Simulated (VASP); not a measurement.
Energy against volume of SrO (rock salt). Computed with SCAN meta-GGA, VASP's PBE PAW potentials (set 64) (plane waves; VASP). Settings: 520 eV cut-off, 9×9×9 Γ-centred mesh, Gaussian smearing of 0.050 eV, potentials Sr_sv O.

```
V (Å³/atom)  E (eV/atom)
-----------  -----------
16.658         -17.25640
17.174         -17.26142
17.689         -17.25707
18.204         -17.24483
```

### Question
Fit these four points and predict the energy of the run at 16.143 Å³/atom.

### Answer
A cubic in V^(−2/3), the third-order Birch-Murnaghan form, passes through the four points with V0 = 17.18 Å³/atom and B0 = 97 GPa, and gives -17.2403 eV/atom there. The run gave -17.2403 eV/atom, -0.0 meV/atom from the fit; all five points give B0 = 97 GPa.

The compound is SrO in the rock salt structure. The cell was not relaxed at this level.
